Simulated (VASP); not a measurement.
```xyz
1
Lattice="-1.5150 1.5150 1.5150 1.5150 -1.5150 1.5150 1.5150 1.5150 -1.5150" Properties=species:S:1:pos:R:3 pbc="T T T"
V      0.0000     0.0000     0.0000
```

All values below come from TPSS meta-GGA, VASP's PBE PAW potentials (set 64) (plane waves; VASP). Settings: 520 eV cut-off, 15×15×15 Γ-centred mesh, first-order Methfessel-Paxton smearing of 0.10 eV, potentials V_sv.

Energy and stress use the plane-wave basis of the starting cell.

Question: The ions, cell shape and volume are relaxed. What does this cell relax into?

Answer: 
```xyz
1
Lattice="-1.4851 1.4851 1.4851 1.4851 -1.4851 1.4851 1.4851 1.4851 -1.4851" Properties=species:S:1:pos:R:3 pbc="T T T"
V      0.0000     0.0000     0.0000
```
Space group Im-3m (229), at a tolerance of 0.03 Å.

Question: How do energy and volume change from the first to the last step?

Answer: The energy (σ→0) changes by -27.5 meV/atom and the volume by -5.8 %, in 4 ionic steps.

| step | E(σ→0) (eV) | max force (eV/Å) | pressure (GPa) | volume (Å³) |
|---|---|---|---|---|
| 1 | -16.2447 | 0.000 | -10.28 | 13.91 |
| 2 | -16.2282 | 0.000 | 16.41 | 12.19 |
| 3 | -16.2722 | 0.000 | -0.15 | 13.12 |
| 4 | -16.2722 | 0.000 | -0.03 | 13.10 |

The compound is V in the bcc structure. This run relaxes it. Symmetry was kept, so distortions that lower it aren't found. The run is not spin-polarised, so no magnetic state was tried.
